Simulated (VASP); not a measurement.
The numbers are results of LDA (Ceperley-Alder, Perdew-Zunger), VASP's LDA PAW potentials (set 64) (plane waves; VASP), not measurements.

A VASP calculation is set up with these files.

**INCAR**
```
! general
SYSTEM  =  BP
PREC    =  Accurate
ENCUT   =  400
LREAL   =  .FALSE.
LASPH   =  .TRUE.

! electronic loop
EDIFF   =  1E-6
NELM    =  100
ALGO    =  Normal

! smearing
ISMEAR  =  -1
SIGMA   =  0.01

! ions
ISIF    =  2

! output
LWAVE   =  .FALSE.
LCHARG  =  .FALSE.
```

File POSCAR:
```
BP
1
    0.0000000000     2.2700000000     2.2700000000
    2.2700000000     0.0000000000     2.2700000000
    2.2700000000     2.2700000000     0.0000000000
B P
1 1
Direct
  0.0000000000   0.0000000000   0.0000000000
  0.2500000000   0.2500000000   0.2500000000
```

### KPOINTS
```
Automatic mesh
0
Gamma
5 5 5
0 0 0
```

POTCAR, in this order: B P (LDA.64 set). Program: vasp_std.

Output of the run:

**OSZICAR**
```
       N       E                     dE             d eps       ncg     rms          rms(c)
DAV:   1     0.222089829339E+01    0.22209E+01   -0.35949E+03   168   0.749E+02
DAV:   2    -0.150224094556E+02   -0.17243E+02   -0.16242E+02   272   0.947E+01
DAV:   3    -0.151705982794E+02   -0.14819E+00   -0.14819E+00   184   0.113E+01
DAV:   4    -0.151709747088E+02   -0.37643E-03   -0.37643E-03   264   0.560E-01
DAV:   5    -0.151709747688E+02   -0.60006E-07   -0.59956E-07   200   0.719E-03    0.734E+00
DAV:   6    -0.144613603935E+02    0.70961E+00   -0.19255E+00   160   0.743E+00    0.393E+00
DAV:   7    -0.143461720973E+02    0.11519E+00   -0.28155E-01   256   0.322E+00    0.125E+00
DAV:   8    -0.143325439101E+02    0.13628E-01   -0.35943E-02   184   0.119E+00    0.248E-01
DAV:   9    -0.143325573666E+02   -0.13457E-04   -0.52007E-04   208   0.202E-01    0.155E-01
DAV:  10    -0.143325543309E+02    0.30357E-05   -0.13597E-04   168   0.819E-02    0.253E-02
DAV:  11    -0.143325571020E+02   -0.27711E-05   -0.46202E-06   240   0.163E-02    0.353E-02
DAV:  12    -0.143325567655E+02    0.33643E-06   -0.14737E-06    88   0.670E-03
   1 F= -.14332557E+02 E0= -.14332557E+02  d E =-.268314E-11
```

File OUTCAR:
```
------------------------ aborting loop because EDIFF is reached ----------------------------------------
  FORCE on cell =-STRESS in cart. coord.  units (eV):
  Direction    XX          YY          ZZ          XY          YZ          ZX
  --------------------------------------------------------------------------------------
  Total       -0.7520833     -0.7520833     -0.7520833      0.0000000     -0.0000000      0.0000000
  in kB      -51.5073235    -51.5073235    -51.5073235      0.0000000     -0.0000000      0.0000000
  external PRESSURE =     -51.5073235 kB  Pullay stress =       0.0000000 kB
  volume of cell :       23.39
      direct lattice vectors                 reciprocal lattice vectors
     0.000000000  2.270000000  2.270000000    -0.220264317  0.220264317  0.220264317
     2.270000000  0.000000000  2.270000000     0.220264317 -0.220264317  0.220264317
     2.270000000  2.270000000  0.000000000     0.220264317  0.220264317 -0.220264317
  FREE ENERGIE OF THE ION-ELECTRON SYSTEM (eV)
  ---------------------------------------------------
  free  energy   TOTEN  =       -14.3325567655 eV

  energy  without entropy=      -14.3325567655  energy(sigma->0) =      -14.33255677
```
(Selected blocks of OUTCAR.)

At this cut-off the stress carries a Pulay error, which pulls relaxed volumes low.

The structure is a typed BP crystal. The cell was not relaxed at this level. The k-mesh is coarse (spacing up to 0.48 per Å, 2π included), so the numbers may not be converged in it. The run is one of a series of settings (KPOINTS 5×5×5 Γ-centred mesh against the base run), some of them coarse on purpose.
